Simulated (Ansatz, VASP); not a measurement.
# Cross-check of Ga2O3 (amorphous Ga2O3 at 5.24 g/cm^3) between VASP and Ansatz

One calculation is typed for both programs; each brings its own data sets. How far apart do they land? The structure shown is the start of the Ansatz relaxation below; VASP solves that cell, so the two are compared at the walk's first step.

Method: plane waves, with VASP 6.6.1 beside it; single point at PBE, in Ansatz 0.2.0.

## Step 1: Starting point

The cell holds 80 atoms: 32 Ga and 48 O. Its edges and angles: a = 9.830 Å, b = 9.830 Å, c = 9.830 Å, α = 90.0°, β = 90.0°, γ = 90.0°. 80 atoms (32 Ga, 48 O) packed at random and pushed apart as soft spheres at 5.24 g/cm^3; MD (Langevin at fixed volume unless said) with the MACE-MP-0b2 small potential (Batatia et al., arXiv:2401.00096), steps of 2 fs: 0.7 ps at 2800 K, 2800 to 1680 K in 0.7 ps, 1680 to 300 K in 2 ps; then atoms relaxed.

## Step 2: Ansatz: relaxation, PBE

Ansatz runs on its default PAW (the set named soft_2) files.

The two programs are compared at the cell with which this relaxation starts, whose forces are those of its first step.

The input, input.yaml:

```yaml
crystal:
  lattice:
    - [9.82998, 0.0, 0.0]
    - [0.0, 9.82998, 0.0]
    - [0.0, 0.0, 9.82998]
  atoms:
    - { symbol: Ga, position: [0.41221, 0.32784, 0.2353] }
    - { symbol: Ga, position: [0.17479, 0.50238, 0.45668] }
    - { symbol: Ga, position: [0.60372, 0.1582, 0.56854] }
    - { symbol: Ga, position: [0.50272, 0.69777, 0.52531] }
    - { symbol: Ga, position: [0.793, 0.78974, 0.7932] }
    - { symbol: Ga, position: [0.26448, 0.73343, 0.92699] }
    - { symbol: Ga, position: [0.86696, 0.11935, 0.76694] }
    - { symbol: Ga, position: [0.86926, 0.67645, 0.48476] }
    - { symbol: Ga, position: [0.50093, 0.72412, 0.19803] }
    - { symbol: Ga, position: [0.16807, 0.74292, 0.62752] }
    - { symbol: Ga, position: [0.45641, 0.01144, 0.30162] }
    - { symbol: Ga, position: [0.99188, 0.53575, 0.82523] }
    - { symbol: Ga, position: [0.25719, 0.20021, 0.62429] }
    - { symbol: Ga, position: [0.71634, 0.21495, 0.22796] }
    - { symbol: Ga, position: [0.70639, 0.52089, 0.26261] }
    - { symbol: Ga, position: [0.36178, 0.50822, 0.70076] }
    - { symbol: Ga, position: [0.20816, 0.80478, 0.24013] }
    - { symbol: Ga, position: [0.11949, 0.97197, 0.80314] }
    - { symbol: Ga, position: [0.17569, 0.53645, 0.12505] }
    - { symbol: Ga, position: [0.49366, 0.48218, 0.98231] }
    - { symbol: Ga, position: [0.79265, 0.89708, 0.27507] }
    - { symbol: Ga, position: [0.00466, 0.03739, 0.11574] }
    - { symbol: Ga, position: [0.14476, 0.2408, 0.33076] }
    - { symbol: Ga, position: [0.57828, 0.21664, 0.89121] }
    - { symbol: Ga, position: [0.00907, 0.00104, 0.47317] }
    - { symbol: Ga, position: [0.88546, 0.3433, 0.52808] }
    - { symbol: Ga, position: [0.64274, 0.96179, 0.01705] }
    - { symbol: Ga, position: [0.70036, 0.4744, 0.69534] }
    - { symbol: Ga, position: [0.9145, 0.7228, 0.07515] }
    - { symbol: Ga, position: [0.95268, 0.31471, 0.05244] }
    - { symbol: Ga, position: [0.30271, 0.12993, 0.97899] }
    - { symbol: Ga, position: [0.47061, 0.94015, 0.75179] }
    - { symbol: O, position: [0.59826, 0.1014, 0.38725] }
    - { symbol: O, position: [0.15944, 0.98937, 0.00039] }
    - { symbol: O, position: [0.11113, 0.91556, 0.61031] }
    - { symbol: O, position: [0.09086, 0.21625, 0.15248] }
    - { symbol: O, position: [0.80315, 0.50798, 0.43208] }
    - { symbol: O, position: [0.82954, 0.69489, 0.24048] }
    - { symbol: O, position: [0.37839, 0.5853, 0.87097] }
    - { symbol: O, position: [0.34874, 0.77103, 0.09538] }
    - { symbol: O, position: [0.23275, 0.39124, 0.63557] }
    - { symbol: O, position: [0.60235, 0.59167, 0.09908] }
    - { symbol: O, position: [0.40808, 0.29197, 0.93564] }
    - { symbol: O, position: [0.53816, 0.86374, 0.59696] }
    - { symbol: O, position: [0.10629, 0.71612, 0.06763] }
    - { symbol: O, position: [0.59079, 0.35453, 0.27129] }
    - { symbol: O, position: [0.29255, 0.85858, 0.78634] }
    - { symbol: O, position: [0.53295, 0.53757, 0.63127] }
    - { symbol: O, position: [0.85553, 0.86987, 0.45529] }
    - { symbol: O, position: [0.85454, 0.90758, 0.07619] }
    - { symbol: O, position: [0.12899, 0.65964, 0.79642] }
    - { symbol: O, position: [0.31207, 0.64148, 0.55657] }
    - { symbol: O, position: [0.82335, 0.37235, 0.17095] }
    - { symbol: O, position: [0.6325, 0.84419, 0.87229] }
    - { symbol: O, position: [0.29071, 0.35969, 0.37211] }
    - { symbol: O, position: [0.43316, 0.12767, 0.64383] }
    - { symbol: O, position: [0.35058, 0.46769, 0.1212] }
    - { symbol: O, position: [0.66173, 0.14701, 0.05431] }
    - { symbol: O, position: [0.04552, 0.63022, 0.53508] }
    - { symbol: O, position: [0.60294, 0.89816, 0.19692] }
    - { symbol: O, position: [0.46365, 0.0314, 0.92267] }
    - { symbol: O, position: [0.63479, 0.40444, 0.86677] }
    - { symbol: O, position: [0.92238, 0.9335, 0.79589] }
    - { symbol: O, position: [0.92656, 0.16844, 0.94095] }
    - { symbol: O, position: [0.92267, 0.14842, 0.58507] }
    - { symbol: O, position: [0.89598, 0.41652, 0.71621] }
    - { symbol: O, position: [0.3651, 0.85559, 0.34292] }
    - { symbol: O, position: [0.67596, 0.11517, 0.75406] }
    - { symbol: O, position: [0.0733, 0.93368, 0.27844] }
    - { symbol: O, position: [0.06354, 0.45351, 0.98972] }
    - { symbol: O, position: [0.19403, 0.14576, 0.79417] }
    - { symbol: O, position: [0.17731, 0.11801, 0.4663] }
    - { symbol: O, position: [0.36732, 0.1424, 0.18938] }
    - { symbol: O, position: [0.86121, 0.6499, 0.91199] }
    - { symbol: O, position: [0.03369, 0.36879, 0.41521] }
    - { symbol: O, position: [0.85635, 0.08785, 0.26874] }
    - { symbol: O, position: [0.17617, 0.6158, 0.29598] }
    - { symbol: O, position: [0.56501, 0.64636, 0.3566] }
    - { symbol: O, position: [0.69577, 0.31943, 0.56795] }
    - { symbol: O, position: [0.7721, 0.66593, 0.6547] }
kpoints:
  mp_grid: { grid: [1, 1, 1] }
hamiltonian:
  xc: pbe
scf:
  occupations: { method: fixed }
output:
  forces: true
relax:
  f_tol: 0.05
  max_steps: 150
  cell: {}
```

The run is started by

```console
> ansatz run input.yaml --threads 4 --pin off --max-ram 8192MiB --backend cpu --events-out ev --progress --plain --runs-dir out
```

Numbers of over 12 decimals in the logs are rounded to 6 here.

The log of the run:

```text
Engine: ansatz 0.2.0, x86_64-unknown-linux-gnu
Pseudopotentials: kind: paw
Pseudopotential: Ga, paw, valence charge 13, recommended cutoff 420 eV (normal), Ga.paw.azcp
Pseudopotential: O, paw, valence charge 6, recommended cutoff 420 eV (normal), O.paw.azcp
Functional definition: PBE
  parameter kappa = 0.804
  parameter beta = 0.066725
  exchange = pbe_x(kappa = kappa, mu = beta*pi^2/3)
  correlation = pbe_c(beta = beta)
Crystal: 80 atoms, lattice volume = 949.856 Å³
Basis set: ecut = 420 eV, 18613 PW (Γ), exchange–correlation on 144×144×144 points (8 copies of the dense FFT grid, shifted against one another)
Bands: 432, of which v1, the nominal top of the filled ones, is band 352 counted from 1 (351 counted from 0)
Symmetry: 1 space group operations
Space group: P1 (ITA 1), of the structure as read, at distance tolerance 9.8e-5 Å
k-points: 1
Non-local potential: Ga, projectors of the file, l = 0: 2, l = 1: 2, l = 2: 3, l = 3: 1
Non-local potential: O, projectors of the file, l = 0: 2, l = 1: 2, l = 2: 1
PAW form: soft (Blöchl's): semilocal exchange-correlation on the pseudo side does not see the compensation charge
PAW one-centre angular grid: Ga, 590 points (default); XC on 64 Gauss nodes
PAW one-centre angular grid: O, 110 points (default); XC on 64 Gauss nodes
Initial density: superposition of atomic densities (neutral atoms: chi_scale 0, normalization atom), corrected by the library's trained network
Initial wavefunctions: pseudopotential atomic-orbital guess
Functional: x = pbe(κ = 0.804, μ = 0.219515), c = pbe(β = 0.066725)
SCF iter   1: F=—  HF=-148307.584764 eV  |F-HF|=—  |Δ(HF+E_count)|=         —  Δρ=2.67e-3  dr2=9.28e-2  ethr=1.77e-3  ⟨swp⟩=5.0  Hψ=1237  notcnv=0  defer=78
preconditioner: auto → Resta (q_TF=auto, 2.595 Å⁻¹)  ε∞=4.6  [insulator: Δε(μ)=1.453 eV  Ē_g=16.962 eV  n_scr=256 (ndim 8)  ℏωp=32.0 eV  f_vac=0.089  ε∞_Penn≈4.6]
SCF iter   2: F=—  HF=-148307.579305 eV  |F-HF|=—  |Δ(HF+E_count)|=   5.46e-3  Δρ=1.41e-3  dr2=1.99e-2  ethr=1.32e-5  ⟨swp⟩=2.0  Hψ=824  notcnv=0  defer=78
SCF iter   3: F=—  HF=-148307.579601 eV  |F-HF|=—  |Δ(HF+E_count)|=   2.96e-4  Δρ=5.98e-4  dr2=6.36e-3  ethr=2.83e-6  ⟨swp⟩=3.0  Hψ=669  notcnv=0  defer=78
SCF iter   4: F=—  HF=-148307.579370 eV  |F-HF|=—  |Δ(HF+E_count)|=   2.30e-4  Δρ=2.17e-4  dr2=4.96e-4  ethr=9.03e-7  ⟨swp⟩=2.0  Hψ=668  notcnv=0  defer=78
SCF iter   5: F=—  HF=-148307.579484 eV  |F-HF|=—  |Δ(HF+E_count)|=   1.14e-4  Δρ=1.49e-4  dr2=1.92e-4  ethr=7.05e-8  ⟨swp⟩=2.0  Hψ=710  notcnv=0  defer=77
SCF iter   6: F=—  HF=-148307.579510 eV  |F-HF|=—  |Δ(HF+E_count)|=   2.55e-5  Δρ=3.62e-5  dr2=1.18e-5  ethr=2.73e-8  ⟨swp⟩=2.0  Hψ=678  notcnv=0  defer=73
SCF iter   7: F=—  HF=-148307.580868 eV  |F-HF|=—  |Δ(HF+E_count)|=   1.36e-3  Δρ=2.67e-5  dr2=6.07e-6  ethr=1.68e-9  ⟨swp⟩=2.0  Hψ=784  notcnv=0  defer=73
SCF iter   8: F=—  HF=-148307.580868 eV  |F-HF|=—  |Δ(HF+E_count)|=   6.81e-7  Δρ=6.18e-6  dr2=3.91e-7  ethr=8.62e-10  ⟨swp⟩=2.0  Hψ=710  notcnv=0  defer=73
SCF iter   9: F=—  HF=-148307.580869 eV  |F-HF|=—  |Δ(HF+E_count)|=   4.33e-7  Δρ=4.73e-6  dr2=1.74e-7  ethr=1.42e-11  ⟨swp⟩=4.0  Hψ=1437  notcnv=0
SCF iter  10: F=-148307.580869 eV  HF=-148307.580869 eV  |F-HF|=4.69e-9  |Δ(HF+E_count)|=   9.81e-9  Δρ=1.70e-6  dr2=2.72e-8  ethr=1.42e-11  ⟨swp⟩=4.0  Hψ=1250  notcnv=0
SCF 1 converged in 10 iterations: F = -148307.580869 eV  dr2 = 2.72e-8
  greatest PAW one-centre occupation: 0.998 electrons in one spin orbital (limit 2), on the Ga atom at site 1 (counted from 0), in its partial waves of l = 2
relax step   1: F+E_penalty+E_count = -148307.58086878 eV  Δ(F+E_penalty+E_count) = +0.000e0 eV  max|allowed force component| = 1.922e-1 eV/Å  Δτ_max = 0.0000 Å  P = +0.910 GPa  Ω = 949.856 Å³  (10 SCF iters, dr2 threshold 1.00e-7 eV, accepted)
Crystal: 80 atoms, lattice volume = 958.044 Å³
Basis set: ecut = 420 eV, 18745 PW (Γ), exchange–correlation on 144×144×144 points (8 copies of the dense FFT grid, shifted against one another)
Initial density: handed on by an earlier stage of this run
Initial wavefunctions: those handed on with the density
iter 1 solved again at ethr=2.39e-5 eV; its pass at ethr=3.10e-3 eV (dr2=1.68e-1 eV) is discarded
SCF iter   1: F=—  HF=-148307.955034 eV  |F-HF|=—  |Δ(HF+E_count)|=         —  Δρ=7.42e-3  dr2=1.68e-1  ethr=2.39e-5  ⟨swp⟩=1.0  Hψ=1826  notcnv=0  defer=77
preconditioner: auto → Resta (q_TF=auto, 2.592 Å⁻¹)  ε∞=4.5  [insulator: Δε(μ)=1.339 eV  Ē_g=16.908 eV  n_scr=256 (ndim 8)  ℏωp=31.8 eV  f_vac=0.096  ε∞_Penn≈4.5]
SCF iter   2: F=—  HF=-148307.922939 eV  |F-HF|=—  |Δ(HF+E_count)|=   3.21e-2  Δρ=3.68e-3  dr2=4.32e-2  ethr=2.39e-5  ⟨swp⟩=2.0  Hψ=651  notcnv=0  defer=78
SCF iter   3: F=—  HF=-148307.921947 eV  |F-HF|=—  |Δ(HF+E_count)|=   9.92e-4  Δρ=1.19e-3  dr2=1.14e-2  ethr=6.14e-6  ⟨swp⟩=3.0  Hψ=692  notcnv=0  defer=78
[...]
atom  52  O     -0.00231302     0.00089459    -0.00468149
  atom  53  O      0.00050907     0.00274137     0.00253648
  atom  54  O     -0.00366749     0.00349996     0.00159742
  atom  55  O     -0.00129625     0.00261560     0.00187209
  atom  56  O     -0.00329025    -0.00369574     0.00044110
  atom  57  O     -0.00479573     0.00378502     0.00687294
  atom  58  O      0.00109935     0.00011741     0.00249355
  atom  59  O      0.00122334     0.00336338    -0.00070131
  atom  60  O     -0.00248221     0.00170237    -0.00209344
  atom  61  O     -0.00090584    -0.00554373     0.00057864
  atom  62  O      0.00181043     0.00007843     0.00980561
  atom  63  O      0.00902767     0.00241086     0.00094875
  atom  64  O     -0.00133365    -0.00317130    -0.00443535
  atom  65  O      0.00100594    -0.00050298     0.00270426
  atom  66  O     -0.00104823     0.00693064     0.00255455
  atom  67  O     -0.00448818     0.00105071    -0.00007475
  atom  68  O      0.00115250    -0.00349414     0.00232738
  atom  69  O     -0.00088303     0.00020578     0.00229965
  atom  70  O      0.00653492    -0.00009997     0.00363712
  atom  71  O     -0.00256293     0.00142330     0.00210744
  atom  72  O      0.00062698     0.00340668     0.00132704
  atom  73  O     -0.00013058    -0.00393482     0.00067162
  atom  74  O     -0.00152530    -0.00166294    -0.00375406
  atom  75  O      0.00182338    -0.00058126    -0.00251298
  atom  76  O     -0.00024541    -0.00263221     0.00087521
  atom  77  O      0.00046627    -0.00189978     0.00272013
  atom  78  O      0.00023062     0.00397187     0.00326012
  atom  79  O      0.00025584    -0.00151455    -0.00144411
  atom  80  O      0.00128719    -0.00117750    -0.00414272
  max |Σ_I F_I| component: 4.02e-6 eV/Å
--- Stress (GPa, compression-positive) ---
       -0.006605      -0.001140      -0.013303
       -0.001140      -0.004911      -0.003787
       -0.013303      -0.003787       0.012802
  P = ⅓ Tr σ = 0.0004 GPa (0.004 kbar)
--- Relaxed structure (16 steps of the walk, 15 accepted, 3 SCFs on fresh bases) ---
  F+E_penalty+E_count = -148308.66580385 eV   max|allowed force component| = 9.806e-3 eV/Å   (the final SCF, on the basis selected at the relaxed cell)
  cell:  # Å, volume = 988.6782 Å³
    - [9.919216, -0.257285, -0.445539]
    - [-0.257285, 9.827472, -0.119828]
    - [-0.445539, -0.119828, 10.170947]
  atoms:
    - { symbol: Ga, position: [0.399484, 0.324343, 0.238601] }
    - { symbol: Ga, position: [0.173183, 0.505389, 0.447025] }
    - { symbol: Ga, position: [0.589356, 0.157014, 0.562851] }
    - { symbol: Ga, position: [0.510341, 0.696841, 0.519547] }
    - { symbol: Ga, position: [0.788471, 0.793752, 0.792873] }
    - { symbol: Ga, position: [0.304758, 0.714340, 0.900179] }
    - { symbol: Ga, position: [0.862886, 0.124445, 0.780404] }
    - { symbol: Ga, position: [0.876322, 0.681052, 0.497405] }
    - { symbol: Ga, position: [0.492632, 0.723004, 0.193481] }
    - { symbol: Ga, position: [0.183049, 0.739242, 0.638309] }
    - { symbol: Ga, position: [0.451702, 0.00878125, 0.270840] }
    - { symbol: Ga, position: [0.990877, 0.547423, 0.845576] }
    - { symbol: Ga, position: [0.260332, 0.189511, 0.636444] }
    - { symbol: Ga, position: [0.716298, 0.223584, 0.227625] }
    - { symbol: Ga, position: [0.701618, 0.527599, 0.263746] }
    - { symbol: Ga, position: [0.382553, 0.499143, 0.684178] }
    - { symbol: Ga, position: [0.172363, 0.803273, 0.244802] }
    - { symbol: Ga, position: [0.116112, 0.965370, 0.812726] }
    - { symbol: Ga, position: [0.194753, 0.557196, 0.117578] }
    - { symbol: Ga, position: [0.491488, 0.467761, 0.987570] }
    - { symbol: Ga, position: [0.846660, 0.913152, 0.277037] }
    - { symbol: Ga, position: [0.016702, 0.038559, 0.086164] }
    - { symbol: Ga, position: [0.119650, 0.231304, 0.349165] }
    - { symbol: Ga, position: [0.596268, 0.220114, 0.889884] }
    - { symbol: Ga, position: [-0.00753044, 0.013416, 0.526714] }
    - { symbol: Ga, position: [0.882831, 0.351048, 0.537659] }
    - { symbol: Ga, position: [0.644300, 0.961663, 0.017609] }
    - { symbol: Ga, position: [0.704915, 0.471442, 0.699190] }
    - { symbol: Ga, position: [0.895242, 0.725035, 0.080464] }
    - { symbol: Ga, position: [0.948908, 0.323252, 0.070303] }
    - { symbol: Ga, position: [0.324589, 0.126602, 0.970734] }
    - { symbol: Ga, position: [0.486922, 0.940314, 0.745074] }
    - { symbol: O, position: [0.563886, 0.113479, 0.386783] }
    - { symbol: O, position: [0.167955, 0.986997, -0.00468082] }
    - { symbol: O, position: [0.102108, 0.904933, 0.636560] }
    - { symbol: O, position: [0.068584, 0.211119, 0.171878] }
    - { symbol: O, position: [0.802028, 0.514988, 0.430305] }
    - { symbol: O, position: [0.822042, 0.710522, 0.239907] }
    - { symbol: O, position: [0.405955, 0.570233, 0.853737] }
    - { symbol: O, position: [0.331119, 0.711528, 0.077826] }
    - { symbol: O, position: [0.247927, 0.376503, 0.628985] }
    - { symbol: O, position: [0.596863, 0.590724, 0.104073] }
    - { symbol: O, position: [0.430602, 0.287560, 0.930126] }
    - { symbol: O, position: [0.544795, 0.866147, 0.592692] }
    - { symbol: O, position: [0.081460, 0.722565, 0.086751] }
    - { symbol: O, position: [0.587051, 0.354636, 0.259129] }
    - { symbol: O, position: [0.315915, 0.843579, 0.773019] }
    - { symbol: O, position: [0.544928, 0.535621, 0.617281] }
    - { symbol: O, position: [0.870063, 0.871590, 0.459751] }
    - { symbol: O, position: [0.845696, 0.918922, 0.075021] }
    - { symbol: O, position: [0.135585, 0.659963, 0.804934] }
    - { symbol: O, position: [0.316427, 0.636340, 0.558660] }
    - { symbol: O, position: [0.821690, 0.382387, 0.174058] }
    - { symbol: O, position: [0.635316, 0.849706, 0.864147] }
    - { symbol: O, position: [0.277303, 0.349841, 0.364356] }
    - { symbol: O, position: [0.431165, 0.118068, 0.644908] }
[...]
- { symbol: O, position: [0.367897, 0.142497, 0.164036] }
    - { symbol: O, position: [0.855989, 0.657178, 0.909899] }
    - { symbol: O, position: [0.026533, 0.364953, 0.431979] }
    - { symbol: O, position: [0.833860, 0.102377, 0.307527] }
    - { symbol: O, position: [0.180446, 0.610465, 0.293872] }
    - { symbol: O, position: [0.554223, 0.650146, 0.352679] }
    - { symbol: O, position: [0.697227, 0.317524, 0.568508] }
    - { symbol: O, position: [0.781145, 0.674030, 0.651618] }
```

(Part 1 of 2 ends here.)

[Lines on the potential files, build, host, timing and source positions are cut from VASP's logs without a mark.]

[Logs are printed without paths, hosts, clocks, repeated set-up lines and the standing remarks that a program may print on its own settings, such as how far it seeks lower states.]

[Hosts, paths, dates, database ids (printed as entryN), source tags and the programs' standing remarks are cut or masked in the printed files.]
